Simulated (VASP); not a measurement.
```
CELL_PARAMETERS angstrom
      2.05983     1.18924     6.74324
     -2.05983     1.18924     6.74324
      0.00000    -2.37849     6.74324
ATOMIC_POSITIONS crystal
  Cs 0.25850 0.25850 0.25850
  Cs 0.74150 0.74150 0.74150
  O  0.00000 0.00000 0.00000
```

Level of theory: PBEsol GGA with spin-orbit coupling, VASP's PBE PAW potentials (set 64) (plane waves; VASP). Run with 520 eV cut-off, 6×6×6 Γ-centred mesh, Gaussian smearing of 0.050 eV, potentials Cs_sv O.

### Question
What does the run give for the energy per atom (σ→0), band gap (over mesh and band path) with the smallest direct gap where there is one?

### Answer

- band gap (over mesh and band path) = 1.01 eV
- smallest direct gap (over mesh and band path) = 1.57 eV
- energy per atom (σ→0) = -3.535 eV/atom

Total energies compare only between runs with the same potentials, cut-off and functional.

The structure comes from a computed database's Cs2O entry (R-3m); how it stands against other phases isn't given here. It was relaxed first.
